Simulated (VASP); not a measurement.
Method: r2SCAN meta-GGA, VASP's PBE PAW potentials (set 64) (plane waves; VASP 6.6.1).

The input files of a VASP run:

**KPOINTS**
```
Automatic mesh
0
Gamma
11 11 7
0 0 0
```

**INCAR**
```
ISIF = 4   ! ions and shape, fixed volume
PREC = Accurate
LMIXTAU = .TRUE.
SYSTEM = Gd
EDIFFG = -0.01
IBRION = 2
ISMEAR = 1
METAGGA = R2SCAN
LCHARG = .FALSE.
LREAL = .FALSE.   ! projection in real space or not
ALGO = Normal   ! blocked Davidson
LASPH = .TRUE.
EDIFF = 1E-7   ! SCF stop (eV)
SIGMA = 0.1
NSW = 30   ! most ionic steps
NELM = 100   ! most electronic steps
ENCUT = 520   ! plane-wave cut-off (eV)
LMAXMIX = 6   ! l cut-off of mixed one-centre charges
LWAVE = .FALSE.
```

**POSCAR**
```
Gd
1
    1.8664686237    -3.2328182572     0.0000000000
    1.8664686237     3.2328182572     0.0000000000
    0.0000000000     0.0000000000     5.6962132660
Gd
2
Direct
  0.3333330000   0.6666670000   0.2500000000
  0.6666670000   0.3333330000   0.7500000000
```

POTCAR, in this order: Gd_3 (PBE.64 set). Program: vasp_std.

The 4f electrons are frozen in the core of the lanthanide potential, so 4f levels, which can set the real gap, and their magnetism are missing.

**Question.** Estimate the energy per atom (σ→0), band gap (on the k-mesh).

**Answer.** 
- energy per atom (σ→0): -30593 meV/atom
- band gap (on the k-mesh): none (metal, semimetal or under 0.01 eV)

OSZICAR:
```
...
DAV:   2    -0.611879344524E+02    0.20614E-02   -0.32089E-03  2089   0.443E-01    0.167E-01
DAV:   3    -0.611878660797E+02    0.68373E-04   -0.60926E-04  1912   0.248E-01    0.744E-02
DAV:   4    -0.611877617494E+02    0.10433E-03   -0.41914E-04  2434   0.157E-01    0.380E-02
DAV:   5    -0.611877999175E+02   -0.38168E-04   -0.77408E-05  2002   0.812E-02    0.334E-02
DAV:   6    -0.611878032397E+02   -0.33222E-05   -0.13875E-05  2094   0.355E-02    0.108E-02
DAV:   7    -0.611878041728E+02   -0.93313E-06   -0.12492E-05  1759   0.388E-02    0.174E-03
DAV:   8    -0.611878041591E+02    0.13665E-07   -0.60198E-07  2638   0.578E-03
   3 F= -.61187804E+02 E0= -.61186825E+02  d E =-.178594E-02
```

The compound is Gd in the hcp structure. This cell is one point of a volume scan, at 1.03 of the reference volume. Symmetry was kept, so distortions that lower it aren't found.
